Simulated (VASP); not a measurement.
A VASP calculation is set up with these files.

File POSCAR:
```
CdI2
88.0955640
  0.0494493457   0.0000000000   0.0000000000
 -0.0247246729   0.0428243924   0.0000000000
  0.0000000000   0.0000000000   0.5000000000
Cd I
6 12
direct
  0.3333330000   0.6666670000   0.2500000000
  0.6666670000   0.3333330000   0.7500000000
  0.0000000000   0.0000000000   0.4167000000
  0.0000000000   0.0000000000   0.5833000000
  0.0000000000   0.0000000000   0.0834000000
  0.0000000000   0.0000000000   0.9166000000
  0.6666670000   0.3333330000   0.3771000000
  0.3333330000   0.6666670000   0.6229000000
  0.3333330000   0.6666670000   0.1231000000
  0.6666670000   0.3333330000   0.8769000000
  0.3333330000   0.6666670000   0.9564000000
  0.6666670000   0.3333330000   0.0436000000
  0.6666670000   0.3333330000   0.5437000000
  0.3333330000   0.6666670000   0.4563000000
  0.3333330000   0.6666670000   0.7897000000
  0.6666670000   0.3333330000   0.2103000000
  0.0000000000   0.0000000000   0.7104000000
  0.0000000000   0.0000000000   0.2896000000
```

### INCAR
```
SYSTEM = CdI2
PREC = Accurate
ENCUT = 210
EDIFF = 1E-04
NELM = 100
ALGO = Normal
LREAL = Auto
LASPH = .TRUE.
ISMEAR = 0
SIGMA = 0.02
LMAXMIX = 4
LWAVE = .FALSE.
LCHARG = .FALSE.
ISIF = 2
```

### KPOINTS
```
kpoints
0
G
8 8 8
0 0 0
```

POTCAR, in this order: Cd I (LDA.64 set). Program: vasp_std.

Question: Translate this LDA calculation to Quantum ESPRESSO's pw.x.

Answer: One equivalent input (not run):
```
&CONTROL
  calculation = 'scf'
  pseudo_dir = './pseudo'
  outdir = './out'
  tprnfor = .true.
  tstress = .true.
/
&SYSTEM
  ibrav = 0
  nat = 18
  ntyp = 2
  ecutwfc = 102
  occupations = 'smearing'
  smearing = 'gaussian'
  degauss = 0.00147
  input_dft = 'pz'
/
&ELECTRONS
  conv_thr = 7.3e-06
  electron_maxstep = 100
/
ATOMIC_SPECIES
  Cd 112.414 Cd.upf
  I 126.904 I.upf
CELL_PARAMETERS angstrom
     4.3562680    0.0000000    0.0000000
    -2.1781340    3.7726390    0.0000000
     0.0000000    0.0000000   44.0477820
ATOMIC_POSITIONS crystal
  Cd   0.3333330  0.6666670  0.2500000
  Cd   0.6666670  0.3333330  0.7500000
  Cd   0.0000000  0.0000000  0.4167000
  Cd   0.0000000  0.0000000  0.5833000
  Cd   0.0000000  0.0000000  0.0834000
  Cd   0.0000000  0.0000000  0.9166000
  I    0.6666670  0.3333330  0.3771000
  I    0.3333330  0.6666670  0.6229000
  I    0.3333330  0.6666670  0.1231000
  I    0.6666670  0.3333330  0.8769000
  I    0.3333330  0.6666670  0.9564000
  I    0.6666670  0.3333330  0.0436000
  I    0.6666670  0.3333330  0.5437000
  I    0.3333330  0.6666670  0.4563000
  I    0.3333330  0.6666670  0.7897000
  I    0.6666670  0.3333330  0.2103000
  I    0.0000000  0.0000000  0.7104000
  I    0.0000000  0.0000000  0.2896000
K_POINTS automatic
  8 8 8 0 0 0
```
What does not carry over: the potentials are each code's own (VASP's PAW set, PseudoDojo norm-conserving files in pw.x), so ENCUT and ecutwfc are chosen apart and not converted; conv_thr bounds pw.x's estimated SCF error, while EDIFF bounds the energy change between steps.

The structure comes from a computed database's CdI2 entry; how it stands against other phases isn't given here. The cell was not relaxed at this level. The run is one of a series of settings (EDIFF = 1E-04, ENCUT = 210, GGA removed, KPOINTS 8×8×8 Γ-centred mesh, POTCAR Cd I (LDA.64 set) against the base run), some of them coarse on purpose.
